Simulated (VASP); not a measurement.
Method: r2SCAN+rVV10, VASP's PBE PAW potentials (set 64) (plane waves; VASP).

VASP input:

**KPOINTS_OPT**
```
k-points along high-symmetry lines
8
Line-mode
Reciprocal
  0.000000   0.000000   0.000000 ! GAMMA
 -0.500000  -0.500000  -0.500000 ! T

 -0.500000  -0.500000  -0.500000 ! T
 -0.239794  -0.760206  -0.500000 ! H_2

  0.239793  -0.500000  -0.239793 ! H_0
 -0.000000  -0.500000  -0.000000 ! L

 -0.000000  -0.500000  -0.000000 ! L
  0.000000   0.000000   0.000000 ! GAMMA

  0.000000   0.000000   0.000000 ! GAMMA
  0.369897  -0.369897   0.000000 ! S_0

 -0.000000  -0.630103  -0.369897 ! S_2
  0.000000  -0.500000  -0.500000 ! F

  0.000000  -0.500000  -0.500000 ! F
  0.000000   0.000000   0.000000 ! GAMMA
```

KPOINTS:
```
Automatic mesh
0
gamma
8 8 8
0 0 0
```

INCAR:
```
ALGO = Normal
BPARAM = 11.95
CPARAM = 0.0093
EDIFF = 1E-7
ENCUT = 520
ISIF = 2
ISMEAR = -5
LASPH = .TRUE.
LCHARG = .FALSE.
LMAXMIX = 4
LMIXTAU = .TRUE.
LORBIT = 11
LREAL = .FALSE.
LUSE_VDW = .TRUE.
LWAVE = .FALSE.
METAGGA = R2SCAN
NEDOS = 601
NELM = 100
PREC = Accurate
SYSTEM = Sb
```

**POSCAR**
```
Sb
1
    3.9790204614    -2.1716673887    -0.0029571679
    3.9790204614     2.1716673887    -0.0029571679
    2.7964221006    -0.0000000000     3.5677406849
Sb
2
Direct
  0.2331335645   0.2331335645   0.2331335645
  0.7668664355   0.7668664355   0.7668664355
```

POTCAR, in this order: Sb (PBE.64 set). Program: vasp_std.

Unless said otherwise, spin-orbit coupling is left out, though it shifts the bands of the heavy elements here.

Q: What does the run give for the energy per atom (σ→0), band gap (over mesh and band path)?

A: 
```yaml
energy per atom (σ→0): -25.544 eV/atom
band gap (over mesh and band path): none (metal, semimetal or under 0.01 eV)
```

### OSZICAR
```
...
DAV:  14    -0.510885504536E+02   -0.33632E-06   -0.14617E-05  1219   0.360E-02    0.182E-03
DAV:  15    -0.510885553579E+02   -0.49042E-05   -0.34922E-06  1175   0.208E-02    0.122E-03
DAV:  16    -0.510885562000E+02   -0.84210E-06   -0.37377E-07  1199   0.588E-03    0.267E-04
DAV:  17    -0.510885560797E+02    0.12032E-06   -0.19629E-08   595   0.165E-03    0.395E-04
DAV:  18    -0.510885562888E+02   -0.20912E-06   -0.50280E-08   612   0.264E-03    0.790E-05
DAV:  19    -0.510885562680E+02    0.20821E-07   -0.35333E-09   590   0.718E-04
   1 F= -.51088556E+02 E0= -.51088556E+02  d E =0.000000E+00
       N       E                     dE             ncg
```

The compound is Sb in the a7 structure. It was relaxed first.
